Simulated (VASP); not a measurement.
Input:

```cif
data_O2Sn2
_chemical_formula_sum 'Sn2 O2'
_space_group_name_H-M_alt 'P4/nmm :1'
_space_group_IT_number 129
_space_group_name_Hall 'P 4ab 2ab -1ab'
_cell_length_a 3.86779
_cell_length_b 3.86779
_cell_length_c 5.05264
_cell_angle_alpha 90.000
_cell_angle_beta 90.000
_cell_angle_gamma 90.000
loop_
_space_group_symop_operation_xyz
  'x, y, z'
  '-y+1/2, x+1/2, z'
  '-x, -y, z'
  'y+1/2, -x+1/2, z'
  'x+1/2, -y+1/2, -z'
  '-y, -x, -z'
  '-x+1/2, y+1/2, -z'
  'y, x, -z'
  '-x+1/2, -y+1/2, -z'
  'y, -x, -z'
  'x+1/2, y+1/2, -z'
  '-y, x, -z'
  '-x, y, z'
  'y+1/2, x+1/2, z'
  'x, -y, z'
  '-y+1/2, -x+1/2, z'
loop_
_atom_site_label
_atom_site_type_symbol
_atom_site_symmetry_multiplicity
_atom_site_Wyckoff_symbol
_atom_site_fract_x
_atom_site_fract_y
_atom_site_fract_z
_atom_site_occupancy
Sn1 Sn 2 c 0.00000 0.50000 0.23018 1
O1 O 2 a 0.00000 0.00000 0.00000 1
```

Computed with PBE GGA, VASP's PBE PAW potentials (set 64) (plane waves; VASP). Run with 600 eV cut-off, 6×6×4 Γ-centred mesh, Gaussian smearing of 0.050 eV, potentials Sn_d O.

Without a dispersion term in the relaxation, distances and binding between the weakly bound layers, chains or molecules are unreliable, and so is what depends on them.

Each relaxation starts from this cell; other phases were not tried.

Q: The cell is relaxed at 1 GPa. What happens?

A: The volume per atom goes from 18.90 to 18.09 Å³ (-4.3 %), and the cell becomes a = b = 3.8537 Å, c = 4.8716 Å, α = β = γ = 90.00°, space group P4/nmm. The gap on the mesh goes from 0.46 to 0.19 eV.

Failed runs are left out, and for metals the shear rows, which the mesh's noise covers.

The compound is SnO in the litharge structure.
